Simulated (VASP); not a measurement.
Output of a VASP run:

File OUTCAR:
```
 ion  position               nearest neighbor table
   1  0.000  0.500  0.500-   2 2.78   3 2.78   2 2.78   3 2.78   2 2.78   3 2.78   2 2.78   3 2.78
  LATTYP: Found a simple cubic cell.
 ALAT       =     3.9325680000
 Subroutine PRICEL returns:
 Original cell was already a primitive cell.
 Subroutine GETGRP returns: Found 48 space group operations
The static configuration has the point symmetry O_h .
The dynamic configuration has the point symmetry O_h .
 Subroutine INISYM returns: Found 48 space group operations
 Subroutine IBZKPT returns following result:
 Found     20 irreducible k-points:

 Following reciprocal coordinates:
            Coordinates               Weight
  0.000000  0.000000  0.000000      1.000000
  0.166667  0.000000  0.000000      6.000000
  0.333333  0.000000  0.000000      6.000000
  0.500000  0.000000  0.000000      3.000000
  0.166667  0.166667  0.000000     12.000000
  0.333333  0.166667  0.000000     24.000000
  0.500000  0.166667  0.000000     12.000000
  0.333333  0.333333  0.000000     12.000000
  0.500000  0.333333  0.000000     12.000000
  0.500000  0.500000  0.000000      3.000000
  0.166667  0.166667  0.166667      8.000000
  0.333333  0.166667  0.166667     24.000000
  0.500000  0.166667  0.166667     12.000000
  0.333333  0.333333  0.166667     24.000000
  0.500000  0.333333  0.166667     24.000000
  0.500000  0.500000  0.166667      6.000000
  0.333333  0.333333  0.333333      8.000000
  0.500000  0.333333  0.333333     12.000000
  0.500000  0.500000  0.333333      6.000000
  0.500000  0.500000  0.500000      1.000000
   k-points           NKPTS =     20   k-points in BZ     NKDIM =     20   number of bands    NBANDS=     23
   number of dos      NEDOS =    301   number of ions     NIONS =      4
   total plane-waves  NPLWV =  13824
   dimension x,y,z NGX =    24 NGY =   24 NGZ =   24
   dimension x,y,z NGXF=    48 NGYF=   48 NGZF=   48
   ions per type =               3   1
   PREC   = accura    normal or accurate (medium, high low for compatibility)
   ISTART =      0    job   : 0-new  1-cont  2-samecut
   ICHARG =      2    charge: 1-file 2-atom 10-const
   ISPIN  =      1    spin polarized calculation?
   LNONCOLLINEAR =      F non collinear calculations
   LSORBIT =      F    spin-orbit coupling
   INIWAV =      1    electr: 0-lowe 1-rand  2-diag
   ENCUT  =  300.0 eV  22.05 Ry    4.70 a.u.   5.55  5.55  5.55*2*pi/ulx,y,z
   NELM   =    100;   NELMIN=  2; NELMDL= -5     # of ELM steps
   EDIFF  = 0.1E-05   stopping-criterion for ELM
   LREAL  =      F    real-space projection
   NLSPLINE    = F    spline interpolate recip. space projectors
   LMAXMIX     =    4 max onsite mixed and CHGCAR
   VOSKOWN=      0    Vosko Wilk Nusair interpolation
   EDIFFG = 0.1E-04   stopping-criterion for IOM
   NSW    =      0    number of steps for IOM
   NBLOCK =      1;   KBLOCK =      1    inner block; outer block
   IBRION =     -1    ionic relax: 0-MD 1-quasi-New 2-CG
   NFREE  =      0    steps in history (QN), initial steepest desc. (CG)
   ISIF   =      2    stress and relaxation
   ISYM   =      2    0-nonsym 1-usesym 2-fastsym
   TEIN   =    0.0    initial temperature
   TEBEG  =    0.0;   TEEND  =   0.0 temperature during run
   SMASS  =  -3.00    Nose mass-parameter (am)
   PSTRESS=    0.0 pullay stress
   NELECT =      38.0000    total number of electrons
   EFERMI =   0.00;   METHOD = LEGACY
   ISMEAR =    -1;   SIGMA  =   0.10  broadening in eV -4-tet -1-fermi 0-gaus
   IALGO  =     38    algorithm
   LDIAG  =      T    sub-space diagonalisation (order eigenvalues)
   IMIX   =      4    mixing-type and parameters
     AMIX     =   0.40;   BMIX     =  1.00
     AMIX_MAG =   1.60;   BMIX_MAG =  1.00
     AMIN     =   0.10
   GGA     = PE    functional components
   VOSKOWN =     0    Vosko Wilk Nusair interpolation
   LHFCALC =     F    Hartree Fock is set to
   LHFONE  =     F    Hartree Fock one center treatment
   AEXX    =    0.0000 exact exchange contribution
...
```

**OSZICAR**
```
       N       E                     dE             d eps       ncg     rms          rms(c)
DAV:   1     0.361929602236E+03    0.36193E+03   -0.15758E+04   920   0.146E+03
DAV:   2     0.184524036138E+02   -0.34348E+03   -0.34039E+03   934   0.475E+02
DAV:   3    -0.272065018797E+02   -0.45659E+02   -0.45098E+02  1792   0.144E+02
DAV:   4    -0.313488851529E+02   -0.41424E+01   -0.41268E+01  1236   0.367E+01
DAV:   5    -0.315585721742E+02   -0.20969E+00   -0.20965E+00  1427   0.794E+00    0.156E+01
DAV:   6    -0.272263905631E+02    0.43322E+01   -0.26502E+01  1150   0.413E+01    0.377E+00
DAV:   7    -0.273025870827E+02   -0.76197E-01   -0.12808E+00  1249   0.702E+00    0.275E+00
DAV:   8    -0.273194066351E+02   -0.16820E-01   -0.23338E-01  1194   0.374E+00    0.425E-01
DAV:   9    -0.273164686023E+02    0.29380E-02   -0.54996E-02  1245   0.178E+00    0.325E-01
DAV:  10    -0.273163528574E+02    0.11574E-03   -0.62139E-03  1416   0.694E-01    0.444E-02
DAV:  11    -0.273163508591E+02    0.19983E-05   -0.16570E-04  1423   0.105E-01    0.193E-02
DAV:  12    -0.273163342780E+02    0.16581E-04   -0.27402E-05  1304   0.365E-02    0.317E-03
DAV:  13    -0.273163348285E+02   -0.55045E-06   -0.19930E-06   917   0.997E-03
   1 F= -.27316335E+02 E0= -.27244612E+02  d E =-.143446E+00
```

**OUTCAR**
```
------------------------ aborting loop because EDIFF is reached ----------------------------------------
  FORCE on cell =-STRESS in cart. coord.  units (eV):
  Direction    XX          YY          ZZ          XY          YZ          ZX
  --------------------------------------------------------------------------------------
  Total       -0.7152102     -0.7152102     -0.7152102     -0.0000000     -0.0000000     -0.0000000
  in kB      -18.8415034    -18.8415034    -18.8415034     -0.0000000     -0.0000000     -0.0000000
  external PRESSURE =     -18.8415034 kB  Pullay stress =       0.0000000 kB
  volume of cell :       60.82
      direct lattice vectors                 reciprocal lattice vectors
     3.932568000  0.000000000  0.000000000     0.254286766  0.000000000  0.000000000
     0.000000000  3.932568000  0.000000000     0.000000000  0.254286766  0.000000000
     0.000000000  0.000000000  3.932568000     0.000000000  0.000000000  0.254286766
 POSITION                                       TOTAL-FORCE (eV/Angst)
 -----------------------------------------------------------------------------------
      0.00000      1.96628      1.96628         0.000000      0.000000      0.000000
      1.96628      1.96628      0.00000         0.000000      0.000000      0.000000
      1.96628      0.00000      1.96628         0.000000      0.000000      0.000000
      0.00000      0.00000      0.00000         0.000000      0.000000      0.000000
 -----------------------------------------------------------------------------------
    total drift:                                0.000000     -0.000000     -0.000000
  FREE ENERGIE OF THE ION-ELECTRON SYSTEM (eV)
  ---------------------------------------------------
  free  energy   TOTEN  =       -27.3163348285 eV

  energy  without entropy=      -27.1728888738  energy(sigma->0) =      -27.24461185
```
(Selected blocks of OUTCAR.)

**POSCAR**
```
Ti3Be
1
    3.9325680000     0.0000000000     0.0000000000
    0.0000000000     3.9325680000     0.0000000000
    0.0000000000     0.0000000000     3.9325680000
Ti Be
3 1
Direct
  0.0000000000   0.5000000000   0.5000000000
  0.5000000000   0.5000000000   0.0000000000
  0.5000000000   0.0000000000   0.5000000000
  0.0000000000   0.0000000000   0.0000000000
```

### Question
Write an INCAR and KPOINTS that could have produced this output.

### Answer
This is not unique; one that fits is the input of the run itself, PBE GGA, plane waves, VASP's PBE PAW potentials (set 64).

KPOINTS:
```
K-points
0
G
6 6 6
0 0 0
```

**INCAR**
```
SYSTEM = Ti3Be
PREC = Accurate
ENCUT = 300
EDIFF = 1E-6
NELM = 100
ALGO = Normal
LREAL = .FALSE.
LASPH = .TRUE.
ISMEAR = -1
SIGMA = 0.1
GGA = PE
LMAXMIX = 4
LWAVE = .FALSE.
LCHARG = .FALSE.
ISIF = 2
```

POTCAR, in this order: Ti_sv Be (PBE.64 set). Program: vasp_std.

At this cut-off the stress carries a Pulay error, which pulls relaxed volumes low.

The structure was generated: Ti3Be was put into an ordered model structure, which need not be its known phase. The cell was not relaxed at this level, and its volume differs by -5.9 % from the start's.
